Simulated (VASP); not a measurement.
Input of a VASP 6.6.1 run:

INCAR

```
SYSTEM = TaAlZn
ALGO = Normal
EDIFF = 1E-6
ENCUT = 520
GGA = PE
ISIF = 2
ISMEAR = -1
ISYM = 0
LASPH = .True.
LCHARG = .False.
LREAL = Auto
LWAVE = .False.
NBANDS = 93
NELM = 100
PREC = Accurate
SIGMA = 0.05
```

File KPOINTS:

```
Automatic mesh
0
Gamma
  1 1 1
  0.25 0.25 0.25
```

POSCAR

```
TaAlZn
1.0
    6.7401500000      0.0308890000     -0.0545220000
    0.0308890000      6.8534980000      0.2198220000
   -0.0545220000      0.2198220000      6.6701520000
Ta Al Zn
6 6 6
Direct
    0.3105588184      0.2512230411      0.5342255973
    0.6329644640      0.9533849253      0.6617794478
    0.9561357525      0.2009892579      0.7966829801
    0.7113632524      0.0119398715      0.1565576468
    0.9731814308      0.8157138388      0.9080812477
    0.6936250167      0.6770393068      0.3657371959
    0.7325256211      0.2705276453      0.4416179472
    0.3646885035      0.8976825843      0.3479830993
    0.8296536258      0.4413873493      0.0645409168
    0.4801377180      0.7411469300      1.0028342185
    0.6397542437      0.5102917916      0.7272104622
    0.3707408232      0.1307358366      0.9026275440
   -0.0066468050      0.9429610651      0.4595697393
    0.1831064571      0.5877361533      0.2088802464
    0.4637131708      0.3656555414      0.1727754386
    0.2678447812      0.5008700375      0.8190524264
    0.0999274768      0.1493903356      0.1788764279
    0.0248055831      0.5452028185      0.5287612450
```

Potentials or basis: VASP PAW PBE potentials, release 64 (Ta_pv, Al, Zn).

Run with:

```bash
$ cat potpaw_PBE.64/Ta_pv/POTCAR potpaw_PBE.64/Al/POTCAR potpaw_PBE.64/Zn/POTCAR > POTCAR
$ mpirun -np 1 vasp_std > vasp.out
```

(1) Predict the pressure.

(2) Predict the largest force.

Results:

(1) 1.7 GPa.

(2) 2.337 eV/Å.
